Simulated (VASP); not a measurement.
Write the native input for VASP 6.6.1 that does the following.

```yaml
Task: band structure
Functional: PBE
Potentials_or_basis: VASP PAW PBE potentials, release 64 (B, N)
Cutoff: 450 eV
k_mesh: 16 × 16 × 6
Occupations: gaussian, width 0.02 eV
Spin: no spin polarisation
Further_INCAR_settings: ALGO = Normal; EDIFF = 1e-06
```

The structure of BN lies in POSCAR:

```
BN                                      
1.0
    2.5064034982      0.0000000000      0.0000000000
   -1.2532017491      2.1706091548      0.0000000000
    0.0000000000      0.0000000000      6.5555615641
  B               N             
     2     2
Direct
     0.3333333300000021    0.6666666699999979    0.2500000000000000
     0.6666666699999979    0.3333333300000021    0.7500000000000000
     0.3333333300000021    0.6666666699999979    0.7500000000000000
     0.6666666699999979    0.3333333300000021    0.2500000000000000
```

The cell is a database's computed one.

These files were run (other wordings do the same):

INCAR

```
PREC = Accurate
ENCUT = 450
EDIFF = 1E-6
ISMEAR = 0
SIGMA = 0.02
LREAL = False
LASPH = True
NELM = 120
ALGO = Normal
ISIF = 2
LWAVE = False
LCHARG = False
GGA = PE
KPAR = 4
```

KPOINTS

```
Automatic mesh
0
Gamma
  16 16 6
```

KPOINTS_OPT

```
path GMKGALHA,LM,KH
10
line-mode
reciprocal
 0.0000000000  0.0000000000  0.0000000000  G
 0.5000000000  0.0000000000  0.0000000000  M

 0.5000000000  0.0000000000  0.0000000000  M
 0.3333333333  0.3333333333  0.0000000000  K

 0.3333333333  0.3333333333  0.0000000000  K
 0.0000000000  0.0000000000  0.0000000000  G

 0.0000000000  0.0000000000  0.0000000000  G
 0.0000000000  0.0000000000  0.5000000000  A

 0.0000000000  0.0000000000  0.5000000000  A
 0.5000000000  0.0000000000  0.5000000000  L

 0.5000000000  0.0000000000  0.5000000000  L
 0.3333333333  0.3333333333  0.5000000000  H

 0.3333333333  0.3333333333  0.5000000000  H
 0.0000000000  0.0000000000  0.5000000000  A

 0.5000000000  0.0000000000  0.5000000000  L
 0.5000000000  0.0000000000  0.0000000000  M

 0.3333333333  0.3333333333  0.0000000000  K
 0.3333333333  0.3333333333  0.5000000000  H
```

Potentials or basis: VASP PAW PBE potentials, release 64 (B, N).

Run with:

```console
$ cat potpaw_PBE.64/B/POTCAR potpaw_PBE.64/N/POTCAR > POTCAR
$ mpirun -np 4 vasp_std > vasp.out
```

It gave:

| Property | Result |
| --- | --- |
| Band gap on the k mesh | 4.22 eV, indirect (least direct gap 4.65 eV) |
| Band gap along the path | 4.21 eV, indirect (least direct gap 4.63 eV) |

Wall time 11 s on 4 MPI ranks on Intel(R) Xeon(R) Platinum 8559C (Emerald Rapids), on a shared host, peak memory 0.17 GiB a rank.
